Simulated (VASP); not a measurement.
# MnPt: structure and properties in VASP

Wanted: the relaxed cell of MnPt and its properties. The steps: magnetic order: ferromagnetic, magnetic order: antiferromagnetic, q = (0, 0, 1/2), magnetic order: antiferromagnetic, q = (1/2, 1/2, 1/2), magnetic order: antiferromagnetic, q = (1/2, 1/2, 0), the orders side by side, relaxing cell and atoms (PBEsol + D3(BJ)), second relaxation, single point with fields (PBEsol + D3(BJ)), bands along the symmetry lines (PBEsol + D3(BJ)), density of states (PBEsol + D3(BJ)), zone-centre phonons (PBEsol + D3(BJ)), volume scan with PBEsol + D3(BJ) and fit for PBEsol + D3(BJ). The start is a cell from a database of measured crystal structures.

Method: PBEsol with D3(BJ), spin-polarised from a ferromagnetic start (one magnetic atom a cell); plane waves and PAW (Mn_pv, Pt), in the first sound run; inputs show where later runs differ, in VASP 6.6.1.

## (1) Starting point

The structure is tetragonal, space group P4/mmm (No. 123). The conventional cell has a = 2.830 Å, b = 2.830 Å, c = 3.660 Å, α = 90.00°, β = 90.00°, γ = 90.00°. Nearest to Mn lie 8 Pt at 2.71 Å and 4 Mn at 2.83 Å. Nearest to Pt lie 8 Mn at 2.71 Å and 4 Pt at 2.83 Å. Farther neighbours are not listed.

## (2) Magnetic order: ferromagnetic

The properties of a magnet depend on its order, so a few collinear patterns are compared first on the cell as listed, beginning with all moments parallel. PBEsol restores the gradient expansion of exchange and is tuned for the cells of solids. A dispersion term adds the long-range attraction that semilocal functionals lack. D3 with Becke-Johnson damping keeps a finite attraction at short range.

The input, INCAR:

```
SYSTEM = MnPt
PREC = Accurate
ENCUT = 400
EDIFF = 1E-06
NELM = 100
ISMEAR = 1
SIGMA = 0.2
LREAL = .FALSE.
ALGO = Normal
GGA = PS
IVDW = 12
NBANDS = 21
ISPIN = 2
MAGMOM = 4 0
LASPH = .TRUE.
LMAXMIX = 4
LORBIT = 11
LWAVE = .FALSE.
LCHARG = .FALSE.
KPAR = 4
ISIF = 2
```

The input, POSCAR:

```
MnPt
1.0
    2.8300000000      0.0000000000      0.0000000000
    0.0000000000      2.8300000000      0.0000000000
    0.0000000000      0.0000000000      3.6600000000
Mn Pt
1 1
Direct
    0.0000000000      0.0000000000      0.0000000000
    0.5000000000      0.5000000000      0.5000000000
```

The input, KPOINTS:

```
Automatic mesh
0
Gamma
8 8 6
0 0 0
```

Potentials, in the order of the species: Mn_pv and Pt (PBE family, release 64).

Run with:

```console
mpirun -np 4 vasp_std
```

The program printed:

```text
[banner, memory and clock lines left out]
running    4 mpi-ranks, on    1 nodes
 distrk:  each k-point on    1 cores,    4 groups
 distr:  one band on    1 cores,    1 groups

 POSCAR found type information on POSCAR MnPt
 POSCAR found :  2 types and       2 ions
|                                                                             |
|               ----> ADVICE to this user running VASP <----                  |
|                                                                             |
|     You enforced a specific xc type in the INCAR file but a different       |
|     [... a line on the potential file left out ...]
|     I HOPE YOU KNOW WHAT YOU ARE DOING!                                     |
|                                                                             |

 LDA part: xc-table for (Slater+PW92), standard interpolation
 POSCAR, INCAR and KPOINTS ok, starting setup
 FFT: planning ... GRIDC
 FFT: planning ... GRID_SOFT
 FFT: planning ... GRID
 WAVECAR not read
 entering main loop
       N       E                     dE             d eps       ncg     rms          rms(c)
DAV:   1     0.159334721398E+03    0.15933E+03   -0.10654E+04  5192   0.102E+03
DAV:   2    -0.132121078102E+02   -0.17255E+03   -0.16496E+03  5250   0.297E+02
DAV:   3    -0.185298277083E+02   -0.53177E+01   -0.52766E+01  5660   0.584E+01
DAV:   4    -0.185811726689E+02   -0.51345E-01   -0.51338E-01  5480   0.567E+00
DAV:   5    -0.185820972286E+02   -0.92456E-03   -0.92455E-03  5613   0.793E-01    0.161E+01
DAV:   6    -0.183567490340E+02    0.22535E+00   -0.18029E+01  5470   0.394E+01    0.158E+01
DAV:   7    -0.172248454409E+02    0.11319E+01   -0.12703E+01  5517   0.354E+01    0.738E+00
DAV:   8    -0.171051839672E+02    0.11966E+00   -0.85212E-01  5341   0.766E+00    0.393E+00
DAV:   9    -0.171196698333E+02   -0.14486E-01   -0.80715E-02  5384   0.253E+00    0.249E+00
DAV:  10    -0.171115350338E+02    0.81348E-02   -0.28215E-02  5540   0.151E+00    0.106E+00
DAV:  11    -0.171121456868E+02   -0.61065E-03   -0.79766E-03  5391   0.662E-01    0.261E-01
DAV:  12    -0.171125783318E+02   -0.43265E-03   -0.54583E-04  5320   0.228E-01    0.117E-01
DAV:  13    -0.171126053223E+02   -0.26990E-04   -0.10806E-04  5450   0.988E-02    0.389E-02
DAV:  14    -0.171126057328E+02   -0.41049E-06   -0.10239E-05  5407   0.254E-02    0.149E-02
DAV:  15    -0.171126053713E+02    0.36155E-06   -0.19634E-06  4226   0.128E-02
   1 F= -.18077957E+02 E0= -.18078339E+02  d E =0.114609E-02  mag=     4.2373
```

Wall time 6.6 s (4 MPI ranks of Intel Xeon 6975P-C (Granite Rapids), shared host); peak memory 0.61 GiB; 24 s of CPU time.

Lines that name or quote the potential files are left out of all logs, and their timing lines are given in words.

Parts of OUTCAR (step 2):

```text
ion  position               nearest neighbor table
   1  0.000  0.000  0.000-   2 2.71   2 2.71   2 2.71   2 2.71   2 2.71   2 2.71   2 2.71   2 2.71

  LATTYP: Found a simple tetragonal cell.
 ALAT       =     2.8300000000
 C/A-ratio  =     1.2932862191

 Subroutine GETGRP returns: Found 16 space group operations
 (whereof 16 operations were pure point group operations)

The static configuration has the point symmetry D_4h.

 Found     60 irreducible k-points:

   k-points           NKPTS =     60   k-points in BZ     NKDIM =     60   number of bands    NBANDS=     21

   dimension x,y,z NGX =    18 NGY =   18 NGZ =   24
   dimension x,y,z NGXF=    36 NGYF=   36 NGZF=   48

   ENCUT  =  400.0 eV  29.40 Ry    5.42 a.u.   4.62  4.62  5.97*2*pi/ulx,y,z

   NELECT =      23.0000    total number of electrons

 k-points in reciprocal lattice and weights: Automatic mesh
   0.00000000  0.00000000  0.00000000       0.003
   0.12500000  0.00000000  0.00000000       0.010
   0.25000000  0.00000000  0.00000000       0.010
   0.37500000  0.00000000  0.00000000       0.010
   0.50000000  0.00000000  0.00000000       0.005
   0.12500000  0.12500000  0.00000000       0.010
   0.25000000  0.12500000  0.00000000       0.021
   0.37500000  0.12500000  0.00000000       0.021
   0.50000000  0.12500000  0.00000000       0.010
[...]
0.50000000  0.37500000  0.50000000       0.010
   0.50000000  0.50000000  0.50000000       0.003

 average (electrostatic) potential at core
       1 -64.8699       2 -64.3732

 E-fermi :   9.4139

 spin component 1
 k-point     1 :       0.0000    0.0000    0.0000
  band No.  band energies     occupation
    ...
     10       7.4480      1.00000
     11       8.1127      1.00000
     12       8.9994      1.00629
     13       9.3376      0.79821
     14       9.3376      0.79821
     15      12.2760     -0.00000
     16      19.6754      0.00000
     17      19.8322      0.00000
     18      19.8322      0.00000
     19      25.8732      0.00000
    ...

 k-point     2 :       0.1250    0.0000    0.0000
  band No.  band energies     occupation
    ...
     10       7.3502      1.00000
     11       8.0824      1.00000
     12       8.4860      1.00000
     13       8.6883      1.00000
     14       9.2151      1.02451
     15      13.5183      0.00000
     16      17.7991      0.00000
     17      19.8988      0.00000
     18      20.5442      0.00000
     19      26.2192      0.00000
    ...

 k-point     3 :       0.2500    0.0000    0.0000
  band No.  band energies     occupation
    ...
     10       7.1158      1.00000
     11       7.3665      1.00000
     12       8.0391      1.00000
     13       8.2060      1.00000
     14       8.8653      1.00037
     15      14.8438      0.00000
     16      15.8122      0.00000
     17      19.7934      0.00000
     18      22.3890      0.00000
     19      24.6026      0.00000
    ...

 k-point     4 :       0.3750    0.0000    0.0000
  band No.  band energies     occupation
    ...
     10       6.8752      1.00000
     11       7.1097      1.00000
     12       7.5016      1.00000
     13       8.3420      1.00000
     14       8.8643      1.00036
     15      12.2449     -0.00000
     16      18.3602      0.00000
     17      19.9017      0.00000
     18      22.8275      0.00000
     19      24.4460      0.00000
    ...

 k-point     5 :       0.5000    0.0000    0.0000
  band No.  band energies     occupation
    ...
      9       6.4740      1.00000
     10       6.7693      1.00000
     11       7.3091      1.00000
     12       7.6574      1.00000
     13       7.7875      1.00000
     14       9.6770     -0.03434
     15      10.7748     -0.00000
     16      20.2138      0.00000
     17      20.2755      0.00000
     18      21.7426      0.00000
    ...

 k-point     6 :       0.1250    0.1250    0.0000
  band No.  band energies     occupation
    ...
     10       7.1750      1.00000
     11       7.8011      1.00000
     12       8.1053      1.00000
     13       8.3935      1.00000
     14       9.3527      0.74613
     15      14.3524      0.00000
     16      18.2062      0.00000
     17      18.4933      0.00000
     18      20.2263      0.00000
     19      26.6178      0.00000
    ...

 Edisp (eV)   -0.96535

  Total      -1.60023    -1.60023    -2.15182     0.00000     0.00000    -0.00000
  in kB     -87.46601   -87.46601  -117.61476     0.00000     0.00000    -0.00000
  external pressure =      -97.52 kB  Pullay stress =        0.00 kB

  energy-cutoff  :      400.00
  volume of cell :       29.31
      direct lattice vectors                 reciprocal lattice vectors
     2.830000000  0.000000000  0.000000000     0.353356890  0.000000000  0.000000000
     0.000000000  2.830000000  0.000000000     0.000000000  0.353356890  0.000000000
     0.000000000  0.000000000  3.660000000     0.000000000  0.000000000  0.273224044

 POSITION                                       TOTAL-FORCE (eV/Angst)
 -----------------------------------------------------------------------------------
      0.00000      0.00000      0.00000         0.000000      0.000000      0.000000
      1.41500      1.41500      1.83000         0.000000      0.000000      0.000000
 -----------------------------------------------------------------------------------
    total drift:                                0.000000     -0.000000     -0.000000

  FREE ENERGIE OF THE ION-ELECTRON SYSTEM (eV)
  ---------------------------------------------------
  free  energy   TOTEN  =       -18.0779566629 eV

  energy  without entropy=      -18.0791027485  energy(sigma->0) =      -18.07833869

 total charge
# of ion       s       p       d       tot
------------------------------------------
    1        0.312   6.266   4.949  11.526
    2        0.698   0.606   8.055   9.359
--------------------------------------------------
tot          1.010   6.872  13.004  20.885

 magnetization (x)
# of ion       s       p       d       tot
------------------------------------------
    1        0.014   0.022   3.698   3.733
    2       -0.036  -0.033   0.416   0.348
--------------------------------------------------
tot         -0.022  -0.011   4.114   4.081

[... 6 further parts left out ...]
```

The k-mesh is coarse for a metal. The PAW data sets were made with PBE, which is usual practice but a small mismatch for other functionals. At this level the cell is under a tension of 9.8 GPa, so at these settings it is away from equilibrium. Dispersion corrections of this kind ignore metallic screening and tend to overbind metals.

This step gave:

```yaml
scf_cycles: 15
electrons: 23
bands: 21
irreducible_k_points: 60
symmetry_operations: 16
free_energy_toten: -18.08 eV
energy_at_zero_smearing: -18.08 eV
fermi_energy: 9.414 eV
pressure: -9.752 GPa
moment_of_the_cell_from_the_last_line_of_the_log: 4.237 μB
metallic: yes
```

Spin moment in the PAW sphere by atom:

```csv
atom,spin moment in the PAW sphere (μB)
Mn1,3.73
Pt2,0.35
```

The run ends ferromagnetic with a largest moment of 3.73 μB, and the mesh shows no gap.

## (3) Magnetic order: antiferromagnetic, q = (0, 0, 1/2)

This step: PBEsol with D3(BJ), spin-polarised from an antiferromagnetic start; plane waves and PAW (Mn_pv, Pt) (VASP 6.6.1).

System of this step: MnPt. It takes space group P4/mmm (No. 123, tetragonal). Conventional cell: a = 2.830 Å, b = 2.830 Å, c = 3.660 Å, α = 90.00°, β = 90.00°, γ = 90.00°. Mn has 8 Pt at 2.71 Å and 4 Mn at 2.83 Å nearest. Nearest to Pt lie 8 Mn at 2.71 Å and 4 Pt at 2.83 Å. Farther neighbours are not listed.

Next, a pattern with opposite moments, which needs a doubled cell; q is given in the reciprocal vectors of the primitive cell.

Changes to INCAR since step 2:

```diff
@@ -11,5 +11,5 @@
 IVDW = 12
-NBANDS = 21
+NBANDS = 31
 ISPIN = 2
-MAGMOM = 4 0
+MAGMOM = 4 -4 0 0
 LASPH = .TRUE.
```

The input, POSCAR:

```
MnPt
1.0
    2.8300000000      0.0000000000      0.0000000000
    0.0000000000      2.8300000000      0.0000000000
    0.0000000000      0.0000000000      7.3200000000
Mn Pt
2 2
Direct
    0.0000000000      0.0000000000      0.0000000000
    0.0000000000      0.0000000000      0.5000000000
    0.5000000000      0.5000000000      0.2500000000
    0.5000000000      0.5000000000      0.7500000000
```

The input, KPOINTS:

```
Automatic mesh
0
Gamma
8 8 3
0 0 0
```

Run with:

```console
mpirun -np 4 vasp_std
```

The program printed:

```text
[banner, memory and clock lines left out]
running    4 mpi-ranks, on    1 nodes
 distrk:  each k-point on    1 cores,    4 groups
 distr:  one band on    1 cores,    1 groups

 POSCAR found type information on POSCAR MnPt
 POSCAR found :  2 types and       4 ions
 [... a notice as in an earlier step ...]

 LDA part: xc-table for (Slater+PW92), standard interpolation
 POSCAR, INCAR and KPOINTS ok, starting setup
 FFT: planning ... GRIDC
 FFT: planning ... GRID_SOFT
 FFT: planning ... GRID
 WAVECAR not read
 entering main loop
       N       E                     dE             d eps       ncg     rms          rms(c)
DAV:   1     0.408974194038E+03    0.40897E+03   -0.21615E+04  4007   0.144E+03
DAV:   2    -0.153370417427E+02   -0.42431E+03   -0.39676E+03  3951   0.418E+02
DAV:   3    -0.369334716017E+02   -0.21596E+02   -0.20546E+02  4143   0.105E+02
DAV:   4    -0.372847434974E+02   -0.35127E+00   -0.35043E+00  4105   0.133E+01
DAV:   5    -0.372914134175E+02   -0.66699E-02   -0.66696E-02  4178   0.194E+00    0.218E+01
DAV:   6    -0.364314763187E+02    0.85994E+00   -0.26556E+01  3867   0.535E+01    0.204E+01
DAV:   7    -0.349146119034E+02    0.15169E+01   -0.17066E+01  4248   0.541E+01    0.111E+01
DAV:   8    -0.343920311158E+02    0.52258E+00   -0.19530E+00  4135   0.131E+01    0.490E+00
DAV:   9    -0.343435941977E+02    0.48437E-01   -0.49799E-01  4174   0.619E+00    0.286E+00
DAV:  10    -0.343511282772E+02   -0.75341E-02   -0.58958E-02  4154   0.204E+00    0.145E+00
DAV:  11    -0.343573297790E+02   -0.62015E-02   -0.28177E-02  4069   0.130E+00    0.355E-01
DAV:  12    -0.343568198623E+02    0.50992E-03   -0.29045E-03  4164   0.557E-01    0.144E-01
DAV:  13    -0.343568335922E+02   -0.13730E-04   -0.55774E-04  3911   0.162E-01    0.609E-02
DAV:  14    -0.343568427980E+02   -0.92057E-05   -0.39520E-05  4063   0.435E-02    0.175E-02
DAV:  15    -0.343568433264E+02   -0.52842E-06   -0.28380E-06  3791   0.118E-02
   1 F= -.36287546E+02 E0= -.36287894E+02  d E =0.104319E-02  mag=    -0.0000
```

Wall time 11 s (4 MPI ranks); peak memory 0.78 GiB; 40 s of CPU time.

OUTCAR, selected parts (step 3):

```text
  LATTYP: Found a simple tetragonal cell.
 ALAT       =     2.8300000000
 C/A-ratio  =     2.5865724382

The static configuration has the point symmetry D_4h.

 Found     30 irreducible k-points:

   k-points           NKPTS =     30   k-points in BZ     NKDIM =     30   number of bands    NBANDS=     31

   dimension x,y,z NGX =    18 NGY =   18 NGZ =   48
   dimension x,y,z NGXF=    36 NGYF=   36 NGZF=   96

   ENCUT  =  400.0 eV  29.40 Ry    5.42 a.u.   4.62  4.62 11.94*2*pi/ulx,y,z

   NELECT =      46.0000    total number of electrons

 E-fermi :   9.5304

 spin component 1
 k-point     1 :       0.0000    0.0000    0.0000
  band No.  band energies     occupation
    ...
     20       7.8962      1.00000
     21       8.4339      1.00000
     22       8.4980      1.00000
     23       8.4980      1.00000
     24       8.7574      1.00000
     25       9.5519      0.40959
     26      10.9828     -0.00000
     27      11.5730     -0.00000
     28      11.5730     -0.00000
     29      11.8082     -0.00000
    ...

 k-point     2 :       0.1250    0.0000    0.0000
  band No.  band energies     occupation
    ...
     20       7.8039      1.00000
     21       8.2197      1.00000
     22       8.3473      1.00000
     23       8.6058      1.00000
     24       8.8754      1.00002
     25       9.7323     -0.02607
     26      10.8619     -0.00000
     27      11.0587     -0.00000
     28      11.5918     -0.00000
     29      11.6867     -0.00000
    ...

 k-point     3 :       0.2500    0.0000    0.0000
  band No.  band energies     occupation
    ...
     20       7.4548      1.00000
     21       8.0873      1.00000
     22       8.4292      1.00000
     23       8.7193      1.00000
     24       8.9299      1.00009
     25       9.9480     -0.00595
     26      10.6145     -0.00000
     27      11.3453     -0.00000
     28      11.4950     -0.00000
     29      11.6305     -0.00000
    ...

 k-point     4 :       0.3750    0.0000    0.0000
  band No.  band energies     occupation
    ...
     20       7.8811      1.00000
     21       7.9042      1.00000
     22       8.3667      1.00000
     23       8.7075      1.00000
     24       9.1622      1.01290
     25       9.9710     -0.00393
     26      10.5638     -0.00000
     27      11.3988     -0.00000
     28      11.4571     -0.00000
     29      11.6631     -0.00000
    ...

 Edisp (eV)   -1.93070

  Total      -4.29114    -4.29114    -3.53385     0.00000     0.00000     0.00000
  in kB    -117.27341  -117.27341   -96.57721     0.00000     0.00000     0.00000
  external pressure =     -110.37 kB  Pullay stress =        0.00 kB

  energy-cutoff  :      400.00
  volume of cell :       58.63
      direct lattice vectors                 reciprocal lattice vectors
     2.830000000  0.000000000  0.000000000     0.353356890  0.000000000  0.000000000
     0.000000000  2.830000000  0.000000000     0.000000000  0.353356890  0.000000000
     0.000000000  0.000000000  7.320000000     0.000000000  0.000000000  0.136612022

 POSITION                                       TOTAL-FORCE (eV/Angst)
 -----------------------------------------------------------------------------------
      0.00000      0.00000      0.00000         0.000000     -0.000000      0.000000
      0.00000      0.00000      3.66000         0.000000     -0.000000     -0.000000
      1.41500      1.41500      1.83000         0.000000      0.000000      0.000000
      1.41500      1.41500      5.49000         0.000000      0.000000      0.000000
 -----------------------------------------------------------------------------------
    total drift:                                0.000000      0.000000      0.000000

  FREE ENERGIE OF THE ION-ELECTRON SYSTEM (eV)
  ---------------------------------------------------
  free  energy   TOTEN  =       -36.2875459097 eV

  energy  without entropy=      -36.2885891014  energy(sigma->0) =      -36.28789364

 total charge
# of ion       s       p       d       tot
------------------------------------------
    1        0.314   6.264   4.952  11.530
    2        0.314   6.264   4.952  11.530
    3        0.709   0.603   8.040   9.352
    4        0.709   0.603   8.040   9.352
--------------------------------------------------
tot          2.045  13.734  25.984  41.763

 magnetization (x)
# of ion       s       p       d       tot
------------------------------------------
    1        0.021   0.019   3.669   3.708
    2       -0.021  -0.019  -3.669  -3.708
    3        0.000   0.000   0.000   0.000
    4        0.000   0.000   0.000   0.000
--------------------------------------------------
tot          0.000   0.000   0.000   0.000

[... 1 part as in an earlier step ...]

[... 6 further parts left out ...]
```

At this level the cell is under a tension of 11.0 GPa, so at these settings it is away from equilibrium.

Numbers from this step:

```
electrons               : 46
bands                   : 31
irreducible k-points    : 30
free energy (TOTEN)     : -36.29 eV
energy at zero smearing : -36.29 eV
Fermi energy            : 9.530 eV
pressure                : -11.04 GPa
```

Spin moment in the PAW sphere by atom:

```csv
atom,spin moment in the PAW sphere (μB)
Mn1,3.71
Mn2,-3.71
Pt3,0.00
Pt4,0.00
```

The energy lies -32.8 meV an atom from the first pattern. The run ends antiferromagnetic with a largest moment of 3.71 μB, and the mesh shows no gap.

[end of part 1 of 8]

[Lines on the potential files, build, host, timing and source positions are cut from VASP's logs without a mark.]

[Logs are printed without paths, hosts, clocks, repeated set-up lines and the standing remarks that a program may print on its own settings, such as how far it seeks lower states.]

[Hosts, paths, dates, database ids (printed as entryN), source tags and the programs' standing remarks are cut or masked in the printed files.]

[A measured line is paired with the nearest computed mode of its activity, which favours agreement.]
